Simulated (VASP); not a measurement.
An input for Ansatz (written as the equivalent of a VASP run, and not itself run):

Ansatz 0.2 input:
```yaml
crystal:
  lattice:
    - [4.3505481, 0.0000000, 0.0000000]
    - [0.0000000, 4.3505481, 0.0000000]
    - [0.0000000, 0.0000000, 4.3505481]
  atoms:
    - { symbol: Fe, position: [0.8612795, 0.6387205, 0.3612795] }
    - { symbol: Fe, position: [0.3612795, 0.8612795, 0.6387205] }
    - { symbol: Fe, position: [0.1387205, 0.1387205, 0.1387205] }
    - { symbol: Fe, position: [0.6387205, 0.3612795, 0.8612795] }
    - { symbol: Si, position: [0.1582539, 0.3417461, 0.6582539] }
    - { symbol: Si, position: [0.6582539, 0.1582539, 0.3417461] }
    - { symbol: Si, position: [0.8417461, 0.8417461, 0.8417461] }
    - { symbol: Si, position: [0.3417461, 0.6582539, 0.1582539] }
kpoints:
  mp_grid: { grid: [5, 5, 5] }
hamiltonian:
  xc: pbesol
  pseudopotentials: { kind: paw }
scf:
  occupations: { method: gaussian, width: 0.05 }
  max_iter: 100
relax:
  max_steps: 40
  f_tol: 0.02
  cell: { p_target: 10 }
output: { forces: true, stress: true, eigenvalues: true }
```

Question: Write the VASP files for the same calculation (PBEsol).

Answer: One answer among several that fit: 
### KPOINTS
```
Automatic mesh
0
Gamma
5 5 5
0 0 0
```

**POSCAR**
```
FeSi
1
    4.3505481357     0.0000000000    -0.0000000000
    0.0000000000     4.3505481357     0.0000000000
   -0.0000000000    -0.0000000000     4.3505481357
Fe Si
4 4
Direct
  0.8612795488   0.6387204512   0.3612795488
  0.3612795488   0.8612795488   0.6387204512
  0.1387204512   0.1387204512   0.1387204512
  0.6387204512   0.3612795488   0.8612795488
  0.1582539029   0.3417460971   0.6582539029
  0.6582539029   0.1582539029   0.3417460971
  0.8417460971   0.8417460971   0.8417460971
  0.3417460971   0.6582539029   0.1582539029
```

**INCAR**
```
LREAL = F
LASPH = T   ! aspherical one-centre terms
IBRION = 2
SIGMA = 0.05
ISIF = 3
PSTRESS = 100   ! kbar
NSW = 40
LWAVE = F
PREC = Accurate
ALGO = Normal   ! blocked Davidson
EDIFF = 1E-6
EDIFFG = -0.02   ! ionic stop
GGA = PS
LCHARG = F
NELM = 100
SYSTEM = FeSi
ENCUT = 500   ! plane-wave cut-off (eV)
ISMEAR = 0   ! Gaussian
LMAXMIX = 4   ! l cut-off of mixed one-centre charges
```

POTCAR, in this order: Fe Si (PBE.64 set). Program: vasp_std.

What does not carry over: each code has its own PAW files, so the cut-off isn't converted (ENCUT is set for VASP's; basis.ecutwfc is left out, and Ansatz then takes the one that its files recommend); Ansatz stops its SCF on the density residual and VASP on the energy change (EDIFF).

The compound is FeSi in the B20 structure. It was relaxed first under an external pressure of 10 GPa.
